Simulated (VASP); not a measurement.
Write the native input for VASP 6.6.1 that does the following.

```
Task                   : single point
Functional             : PBE
Potentials or basis    : VASP PAW PBE potentials, release 64 (Mn_pv, N)
Cutoff                 : 520 eV
k mesh                 : 6 × 6 × 6
Occupations            : gaussian, width 0.1 eV
Spin                   : collinear spin, typed start
Starting moments       : [1.79, 1.79, 1.79, 0.0] μB
Dipole correction      : no
Further INCAR settings : ALGO = Fast; EDIFF = 1e-07; NBANDS = 34
```

The structure of Mn3N lies in POSCAR:

```
Mn3N
1.0
    3.4273308463      0.0000000000      0.0000000000
    0.0000000000      3.4273308463      0.0000000000
    0.0000000000      0.0000000000      3.4273308463
Mn N
3 1
Direct
    0.0000000000      0.5000000000      0.5000000000
    0.5000000000      0.0000000000      0.5000000000
    0.5000000000      0.5000000000      0.0000000000
    0.0000000000      0.0000000000      0.0000000000
```

The cell was built by a generator and needn't be a form met in nature.

The cell isn't the ideal one: species swapped into the PrDy3 type (Pm-3m, No. 221).

One way to write it, as run:

INCAR

```
ALGO = Fast ; EDIFF = 1E-7
ENCUT = 520 ; GGA = PE
ISIF = 2 ; ISMEAR = 0
ISPIN = 2 ; LASPH = T
LCHARG = T ; LELF = T
LMAXMIX = 4 ; LORBIT = 11
LREAL = F ; LVHAR = T
LWAVE = F ; MAGMOM = 1.79 1.79 1.79 0
NBANDS = 34 ; NELM = 150
PREC = Accurate ; SIGMA = 0.1
```

KPOINTS

```
k-points
0
Gamma
  6 6 6
```

Potentials or basis: VASP PAW PBE potentials, release 64 (Mn_pv, N).

The run is started by

```console
$ cat potpaw_PBE.64/Mn_pv/POTCAR potpaw_PBE.64/N/POTCAR > POTCAR
$ mpirun -np 1 vasp_std > vasp.out
```

Results of the run:

```yaml
Pressure: 0.2 GPa
Band_gap_on_the_k_mesh: none (metal or under the smearing width)
Net_moment: 5.54 μB per cell
Site_moments: Mn +1.82; N -0.09 μB
Valence_electrons_inside_the_program's_atomic_spheres: Mn 11.93; N 3.45
```

Run time: 49 s on 1 thread of Intel(R) Xeon(R) 6975P-C (Granite Rapids) (shared host), peak memory 0.18 GiB.
